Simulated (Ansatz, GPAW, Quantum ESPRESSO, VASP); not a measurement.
# NaH (Fm-3m, 2 atoms in the cell) computed with different codes at matched settings

Self-consistent single point, at a second geometry (lattice scaled by 0.98). First geometry:

```xyz
2
Lattice="0.0000 2.4400 2.4400 2.4400 0.0000 2.4400 2.4400 2.4400 0.0000" Properties=species:S:1:pos:R:3 pbc="T T T"
Na     0.0000     0.0000     0.0000
H      2.4400     2.4400     2.4400
```

Shared settings, as Ansatz (an electronic-structure program) writes them: kpoints.mp_grid.grid = 6 6 6; scf.occupations.method = fermi_dirac; scf.occupations.width = 0.05 eV. Potentials and cutoffs stand in the table.

| code | model | ΔF from the first geometry (meV/atom) | pressure (GPa) | gap on the mesh (eV) | cutoff |
|---|---|---|---|---|---|
| Quantum ESPRESSO | PBE, GBRV 1.5 ultrasoft (PBE) pseudopotentials | 0.7 | 0.87 | 3.862 | 40 Ry |
| VASP | PBE, VASP's PBE PAW potentials (set 64) | – | – | 3.851 | 300 eV |
| GPAW | PBE, GPAW PAW datasets PBE (gpaw-data 1.0.1) | 0.1 | 0.76 | 3.870 | 850 eV |
| Ansatz | PBE, default PAW files | 0.1 | 0.69 | 3.862 | default |

A dash marks a value that a program does not give, or that is left out as unsure.

Gaps are read on the mesh.

The spread over the programs that give each value: ΔF from the first geometry within 0.6 meV/atom; pressure within 0.18 GPa; gap on the mesh within 0.019 eV.

Ansatz's pressure is given at a fixed set of plane waves, as the other plane-wave codes print theirs; with its correction for the finite basis it is 0.76 GPa.

VASP's run is marked for a possible Pulay error in its stress at this cutoff; no cutoff test was made.

The starting cell has typed, rounded lattice constants, without a prior relaxation at this level. For this run, on top of that: lattice scaled by 0.98.

Left out of this page: ABINIT, CP2K, FLEUR and SIESTA (not drawn, or without a comparable value).

Keys are those of Ansatz 0.2.
